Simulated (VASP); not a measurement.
Here is a VASP 6.6.1 calculation.

INCAR

```
SYSTEM = BeZn2Se3
ALGO = Fast
EDIFF = 1E-5
ENCUT = 520
GGA = PE
ISIF = 2
ISMEAR = 0
LASPH = .TRUE.
LCHARG = .FALSE.
LREAL = Auto
LWAVE = .FALSE.
NBANDS = 56
NELM = 80
PREC = Normal
SIGMA = 0.05
```

Contents of KPOINTS:

```
k-points
0
G
  5 5 5
  0 0 0
```

POSCAR

```
BeZn2Se3
1.0
   -1.9552900000      5.8750200000      2.7909700000
    1.9552900000     -5.8750200000      2.7909700000
    3.9105800000     11.7500400000     -5.5819400000
Be Zn Se
2 4 6
Direct
    0.0022040000      0.0022040000      0.0000000000
    0.0022040000      0.0022040000      0.5000000000
    0.3375680000      0.0006840000      0.1684420000
    0.3375680000      0.0006840000      0.6684420000
    0.6638000000      0.0006840000      0.3315580000
    0.6638000000      0.0006840000      0.8315580000
    0.7825270000      0.2825270000      0.2500000000
    0.7825270000      0.2825270000      0.7500000000
    0.0755300000      0.2319950000      0.4217680000
    0.0755300000      0.2319950000      0.9217680000
    0.3884590000      0.2319950000      0.0782320000
    0.3884590000      0.2319950000      0.5782320000
```

Potentials or basis: VASP PAW PBE potentials, release 64 (Be, Zn, Se).

The run is started by

```bash
$ cat potpaw_PBE.64/Be/POTCAR potpaw_PBE.64/Zn/POTCAR potpaw_PBE.64/Se/POTCAR > POTCAR
$ mpirun -np 1 vasp_std > vasp.out
```

(1) Predict the pressure.

(2) Predict the largest force.

Results:

(1) -0.2 GPa.

(2) 0.007 eV/Å.
